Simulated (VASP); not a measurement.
Level of theory: r2SCAN meta-GGA, VASP's PBE PAW potentials (set 64) (plane waves; VASP).

VASP ran on this input.

**POSCAR**
```
NiAl
1.0
  2.8900000000   0.0000000000   0.0000000000
  0.0000000000   2.8900000000   0.0000000000
  0.0000000000   0.0000000000   2.8900000000
Al Ni
1 1
direct
  0.5000000000   0.5000000000   0.5000000000
  0.0000000000   0.0000000000   0.0000000000
```

### INCAR
```
SYSTEM = NiAl
PREC = Accurate
ENCUT = 520
EDIFF = 1E-6
NELM = 100
ALGO = Normal
LREAL = .FALSE.
LASPH = .TRUE.
ISMEAR = 1
SIGMA = 0.1
METAGGA = R2SCAN
LMIXTAU = .TRUE.
LMAXMIX = 4
LWAVE = .FALSE.
LCHARG = .FALSE.
IBRION = 2
ISIF = 3
NSW = 60
EDIFFG = -0.01
```

File KPOINTS:
```
Automatic mesh
0
Gamma
11 11 11
0 0 0
```

POTCAR, in this order: Al Ni (PBE.64 set). Program: vasp_std.

Energy and stress use the plane-wave basis of the starting cell.

### Question
What does the run give for the energy per atom (σ→0), volume per atom, band gap (on the k-mesh)?

### Answer

- energy per atom (σ→0) = -10030 meV/atom
- band gap (on the k-mesh) = none (metal, semimetal or under 0.01 eV)
- volume per atom = 11.74 Å³/atom

File OSZICAR:
```
...
DAV:   3    -0.200652691836E+02    0.21229E+00   -0.15207E+00  1264   0.217E+01    0.589E-01
DAV:   4    -0.200614180415E+02    0.38511E-02   -0.12214E-02  1300   0.165E+00    0.980E-02
DAV:   5    -0.200613138105E+02    0.10423E-03   -0.60286E-04  1574   0.299E-01    0.581E-02
DAV:   6    -0.200613243332E+02   -0.10523E-04   -0.24760E-05  1230   0.854E-02    0.723E-02
DAV:   7    -0.200613166824E+02    0.76508E-05   -0.11121E-04  1228   0.211E-01    0.125E-02
DAV:   8    -0.200613227413E+02   -0.60590E-05   -0.13752E-05  1208   0.392E-02    0.376E-03
DAV:   9    -0.200613228809E+02   -0.13959E-06   -0.14410E-06   570   0.208E-02
   3 F= -.20061323E+02 E0= -.20060997E+02  d E =-.973761E-02
```

The compound is NiAl in the CsCl type structure. This run relaxes it. Symmetry was kept, so distortions that lower it aren't found. The run is not spin-polarised, so no magnetic state was tried. The electron count is odd and the run is not spin-polarised, which forces a metal.
